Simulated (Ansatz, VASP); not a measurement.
# Sr2C: VASP beside Ansatz, part 3 of 3

Aim: how closely do two programs agree when they are given the same cell, functional and k mesh? The cell is generated by rule, not measured, and may not be a known phase. The cell is taken from a series of runs on this material, whose earlier steps may have relaxed, scaled, displaced or heated it; both programs get it as it stands.

VASP 6.6.1 and Ansatz 0.2.0.

So far: The starting structure; Ansatz: zone-centre phonons, PBEsol; VASP: zone-centre phonons, PBEsol.

## Step 3: VASP: zone-centre phonons, PBEsol (continued)

Level of this step: PBEsol; plane waves and PAW (Sr_sv, C); invented cell (VASP).

Numbers of over 12 decimals in the logs are rounded to 6 here.

OUTCAR, selected parts (step 3):

```text
ion  position               nearest neighbor table
   1  0.000  0.500  0.675-   5 2.66   5 2.66   6 3.29   6 3.29   4 3.49   4 3.49   4 3.49   4 3.49
                             3 3.53   3 3.53   2 4.14   2 4.14   2 4.14   2 4.14
   2  0.500  0.000  0.325-   5 2.66   5 2.66   6 3.29   6 3.29   3 3.49   3 3.49   3 3.49   3 3.49
                             4 3.53   4 3.53   1 4.14   1 4.14   1 4.14   1 4.14
   3  0.000  0.500  0.175-   6 2.66   6 2.66   5 3.29   5 3.29   2 3.49   2 3.49   2 3.49   2 3.49
                             1 3.53   1 3.53   4 4.14   4 4.14   4 4.14   4 4.14
   4  0.500  0.000  0.825-   6 2.66   6 2.66   5 3.29   5 3.29   1 3.49   1 3.49   1 3.49   1 3.49
                             2 3.53   2 3.53   3 4.14   3 4.14   3 4.14   3 4.14
   5  0.500  0.500  0.500-   1 2.66   2 2.66   2 2.66   1 2.66   3 3.29   4 3.29   4 3.29   3 3.29

  LATTYP: Found a simple tetragonal cell.
 ALAT       =     4.7041515493
 C/A-ratio  =     1.5016741425

 Subroutine GETGRP returns: Found 16 space group operations
 (whereof  8 operations were pure point group operations)

The static configuration has the point symmetry D_2d.
 The point group associated with its full space group is D_4h.

 Found     60 irreducible k-points:

   k-points           NKPTS =     60   k-points in BZ     NKDIM =     60   number of bands    NBANDS=     30

   dimension x,y,z NGX =    40 NGY =   40 NGZ =   56
   dimension x,y,z NGXF=    80 NGYF=   80 NGZF=  112

   ENCUT  =  600.0 eV  44.10 Ry    6.64 a.u.   9.40  9.40 14.11*2*pi/ulx,y,z

   NELECT =      48.0000    total number of electrons

 k-points in reciprocal lattice and weights: Automatic mesh
   0.00000000  0.00000000  0.00000000       0.003
   0.12500000  0.00000000  0.00000000       0.010
   0.25000000  0.00000000  0.00000000       0.010
   0.37500000  0.00000000  0.00000000       0.010
   0.50000000  0.00000000  0.00000000       0.005
   0.12500000  0.12500000  0.00000000       0.010
   0.25000000  0.12500000  0.00000000       0.021
   0.37500000  0.12500000  0.00000000       0.021
   0.50000000  0.12500000  0.00000000       0.010
[...]
0.50000000  0.37500000  0.50000000       0.010
   0.50000000  0.50000000  0.50000000       0.003

 average (electrostatic) potential at core
       1 -37.9155       2 -37.9155       3 -37.9155       4 -37.9155       5 -50.9392
       6 -50.9392

 Eigenvectors and eigenvalues of the dynamical matrix
 ----------------------------------------------------

   1 f  =   10.283970 THz    64.616088 2PiTHz  343.036310 cm-1    42.531063 meV
             X         Y         Z           dx          dy          dz
      0.000000  2.352076  4.767714     0.000000   -0.000000    0.148478
      2.352076  0.000000  2.296389    -0.000000    0.000000    0.148478
      0.000000  2.352076  1.235662     0.000000    0.000000   -0.148478
      2.352076  0.000000  5.828441     0.000000    0.000000   -0.148478
      2.352076  2.352076  3.532051    -0.000000   -0.000000   -0.675210
      0.000000  0.000000  0.000000    -0.000000   -0.000000    0.675210

   2 f  =    8.699927 THz    54.663254 2PiTHz  290.198331 cm-1    35.979991 meV
             X         Y         Z           dx          dy          dz
      0.000000  2.352076  4.767714     0.268488    0.001565   -0.000000
      2.352076  0.000000  2.296389    -0.027037   -0.015546    0.000000
      0.000000  2.352076  1.235662    -0.027037   -0.015546   -0.000000
      2.352076  0.000000  5.828441     0.268488    0.001565    0.000000
      2.352076  2.352076  3.532051    -0.652313    0.037771    0.000000
      0.000000  0.000000  0.000000    -0.652313    0.037771   -0.000000

   3 f  =    8.699927 THz    54.663254 2PiTHz  290.198331 cm-1    35.979991 meV
             X         Y         Z           dx          dy          dz
      0.000000  2.352076  4.767714     0.015546   -0.027037    0.000000
      2.352076  0.000000  2.296389    -0.001565    0.268488    0.000000
      0.000000  2.352076  1.235662    -0.001565    0.268488   -0.000000
      2.352076  0.000000  5.828441     0.015546   -0.027037    0.000000
      2.352076  2.352076  3.532051    -0.037771   -0.652313    0.000000
      0.000000  0.000000  0.000000    -0.037771   -0.652313   -0.000000

   4 f  =    8.374920 THz    52.621175 2PiTHz  279.357263 cm-1    34.635871 meV
             X         Y         Z           dx          dy          dz
      0.000000  2.352076  4.767714    -0.046177   -0.094568    0.000000
      2.352076  0.000000  2.296389    -0.019516   -0.223754    0.000000
      0.000000  2.352076  1.235662     0.019516    0.223754    0.000000
      2.352076  0.000000  5.828441     0.046177    0.094568   -0.000000
      2.352076  2.352076  3.532051     0.133836    0.648511   -0.000000
      0.000000  0.000000  0.000000    -0.133836   -0.648511   -0.000000

   5 f  =    8.374920 THz    52.621175 2PiTHz  279.357263 cm-1    34.635871 meV
             X         Y         Z           dx          dy          dz
      0.000000  2.352076  4.767714     0.223754   -0.019516    0.000000
      2.352076  0.000000  2.296389     0.094568   -0.046177   -0.000000
      0.000000  2.352076  1.235662    -0.094568    0.046177   -0.000000
      2.352076  0.000000  5.828441    -0.223754    0.019516    0.000000
      2.352076  2.352076  3.532051    -0.648511    0.133836   -0.000000
      0.000000  0.000000  0.000000     0.648511   -0.133836   -0.000000

   6 f  =    6.606507 THz    41.509909 2PiTHz  220.369360 cm-1    27.322306 meV
             X         Y         Z           dx          dy          dz
      0.000000  2.352076  4.767714    -0.000000   -0.000000   -0.126351
      2.352076  0.000000  2.296389    -0.000000   -0.000000   -0.126351
      0.000000  2.352076  1.235662     0.000000    0.000000   -0.126351
      2.352076  0.000000  5.828441     0.000000    0.000000   -0.126351
      2.352076  2.352076  3.532051     0.000000    0.000000    0.684157
      0.000000  0.000000  0.000000    -0.000000   -0.000000    0.684157

   7 f  =    4.692663 THz    29.484868 2PiTHz  156.530373 cm-1    19.407284 meV
             X         Y         Z           dx          dy          dz
      0.000000  2.352076  4.767714    -0.000000   -0.000000   -0.500000
      2.352076  0.000000  2.296389     0.000000    0.000000    0.500000
      0.000000  2.352076  1.235662    -0.000000   -0.000000    0.500000
      2.352076  0.000000  5.828441     0.000000    0.000000   -0.500000
      2.352076  2.352076  3.532051    -0.000000    0.000000    0.000000
      0.000000  0.000000  0.000000     0.000000   -0.000000   -0.000000

   8 f  =    4.564273 THz    28.678172 2PiTHz  152.247754 cm-1    18.876307 meV
             X         Y         Z           dx          dy          dz
      0.000000  2.352076  4.767714     0.563739    0.122452   -0.000000
      2.352076  0.000000  2.296389    -0.274508   -0.251472    0.000000
      0.000000  2.352076  1.235662     0.274508    0.251472    0.000000
      2.352076  0.000000  5.828441    -0.563739   -0.122452   -0.000000
      2.352076  2.352076  3.532051     0.154476   -0.068908    0.000000
      0.000000  0.000000  0.000000    -0.154476    0.068908    0.000000

   9 f  =    4.564273 THz    28.678172 2PiTHz  152.247754 cm-1    18.876307 meV
             X         Y         Z           dx          dy          dz
      0.000000  2.352076  4.767714    -0.251472    0.274508   -0.000000
      2.352076  0.000000  2.296389     0.122452   -0.563739    0.000000
      0.000000  2.352076  1.235662    -0.122452    0.563739    0.000000
      2.352076  0.000000  5.828441     0.251472   -0.274508   -0.000000
      2.352076  2.352076  3.532051    -0.068908   -0.154476   -0.000000
      0.000000  0.000000  0.000000     0.068908    0.154476    0.000000

  10 f  =    3.135515 THz    19.701020 2PiTHz  104.589513 cm-1    12.967441 meV
             X         Y         Z           dx          dy          dz
      0.000000  2.352076  4.767714     0.000000    0.000000    0.477446
      2.352076  0.000000  2.296389    -0.000000   -0.000000    0.477446
      0.000000  2.352076  1.235662     0.000000   -0.000000   -0.477446
      2.352076  0.000000  5.828441     0.000000   -0.000000   -0.477446
      2.352076  2.352076  3.532051     0.000000    0.000000    0.209980
      0.000000  0.000000  0.000000     0.000000   -0.000000   -0.209980

  11 f  =    2.625307 THz    16.495289 2PiTHz   87.570807 cm-1    10.857391 meV
             X         Y         Z           dx          dy          dz
      0.000000  2.352076  4.767714     0.211693    0.362777    0.000000
      2.352076  0.000000  2.296389     0.518382    0.148148   -0.000000
      0.000000  2.352076  1.235662    -0.518382   -0.148148    0.000000
      2.352076  0.000000  5.828441    -0.211693   -0.362777   -0.000000
      2.352076  2.352076  3.532051     0.148632    0.104017    0.000000
      0.000000  0.000000  0.000000    -0.148632   -0.104017    0.000000

  12 f  =    2.625307 THz    16.495289 2PiTHz   87.570807 cm-1    10.857391 meV
             X         Y         Z           dx          dy          dz
      0.000000  2.352076  4.767714     0.148148   -0.518382    0.000000
      2.352076  0.000000  2.296389     0.362777   -0.211693    0.000000
      0.000000  2.352076  1.235662    -0.362777    0.211693    0.000000
      2.352076  0.000000  5.828441    -0.148148    0.518382   -0.000000
      2.352076  2.352076  3.532051     0.104017   -0.148632    0.000000
      0.000000  0.000000  0.000000    -0.104017    0.148632   -0.000000

  13 f  =    2.466281 THz    15.496102 2PiTHz   82.266288 cm-1    10.199715 meV
             X         Y         Z           dx          dy          dz
      0.000000  2.352076  4.767714    -0.000000   -0.000000    0.500000
      2.352076  0.000000  2.296389    -0.000000   -0.000000   -0.500000
      0.000000  2.352076  1.235662     0.000000    0.000000    0.500000
      2.352076  0.000000  5.828441     0.000000    0.000000   -0.500000
      2.352076  2.352076  3.532051    -0.000000   -0.000000   -0.000000
      0.000000  0.000000  0.000000     0.000000    0.000000   -0.000000
    [... 43 further lines ...]
      2.352076  2.352076  3.532051    -0.136995   -0.148075   -0.000000
      0.000000  0.000000  0.000000    -0.136995   -0.148075   -0.000000

 ELASTIC MODULI CONTR FROM IONIC RELAXATION (kBar)
 Direction    XX          YY          ZZ          XY          YZ          ZX
 --------------------------------------------------------------------------------
 XX        -260.2475    187.4751   -113.2389      0.0000     -0.0000      0.0000
 YY         187.4751   -260.2475   -113.2389      0.0000      0.0000      0.0000
 ZZ        -113.2389   -113.2389   -352.4154      0.0000      0.0000      0.0000
 XY           0.0000      0.0000      0.0000      0.0000      0.0000      0.0000
 YZ          -0.0000      0.0000      0.0000      0.0000   -233.4884      0.0000
 ZX           0.0000      0.0000      0.0000      0.0000      0.0000   -240.8841
 --------------------------------------------------------------------------------
```

Energies printed during the response cycles are not total energies of the cell.

## Step 4: Differences

Known differences besides the potentials themselves: the cutoff is 420 eV in Ansatz and 600 eV in VASP; Ansatz makes its cores anew for this functional, VASP keeps those of its PBE data sets. Total energies have different zeros and are not compared.

The two programs side by side:

| quantity | Ansatz | VASP | difference |
| --- | --- | --- | --- |
| optical mode 1 to 2 (imaginary, printed as negative) (cm⁻¹) | -40.4 | -38.1 | -2.3 |
| optical mode 3 (cm⁻¹) | 81.3 | 82.3 | -1.14 % |
| optical mode 4 to 5 (cm⁻¹) | 86.9 | 87.6 | -0.80 % |
| optical mode 6 (cm⁻¹) | 103.5 | 104.6 | -1.00 % |
| optical mode 7 to 8 (cm⁻¹) | 152.1 | 152.2 | -0.12 % |
| optical mode 9 (cm⁻¹) | 155.5 | 156.5 | -0.68 % |
| optical mode 10 (cm⁻¹) | 217.3 | 220.4 | -1.38 % |
| optical mode 11 to 12 (cm⁻¹) | 276.2 | 279.4 | -1.12 % |
| optical mode 13 to 14 (cm⁻¹) | 285.0 | 290.2 | -1.80 % |
| optical mode 15 (cm⁻¹) | 341.5 | 343.0 | -0.45 % |

Modes are paired by rising frequency, not by their patterns, so a pair may set unlike modes beside each other; they are those without the splitting of longitudinal modes.

## Step 5: Results

- r.m.s. difference of the optical zone-centre modes, each program's sorted by frequency (zone-centre phonons, PBEsol): 2.6 cm⁻¹
- difference in optical mode 13 to 14 (zone-centre phonons, PBEsol): -1.8 %

The r.m.s. difference of the optical zone-centre modes, each program's sorted by frequency is 2.6 cm⁻¹ (zone-centre phonons, PBEsol). Among the rows given in per cent, the largest difference of the zone-centre phonons, PBEsol pair is in optical mode 13 to 14, -1.8 %. Such differences can come from data sets, numerical settings and the points named under the comparisons, not from the functional's error against experiment.

[Lines on the potential files, build, host, timing and source positions are cut from VASP's logs without a mark.]

[Logs are printed without paths, hosts, clocks, repeated set-up lines and the standing remarks that a program may print on its own settings, such as how far it seeks lower states.]

[Hosts, paths, dates, database ids (printed as entryN), source tags and the programs' standing remarks are cut or masked in the printed files.]
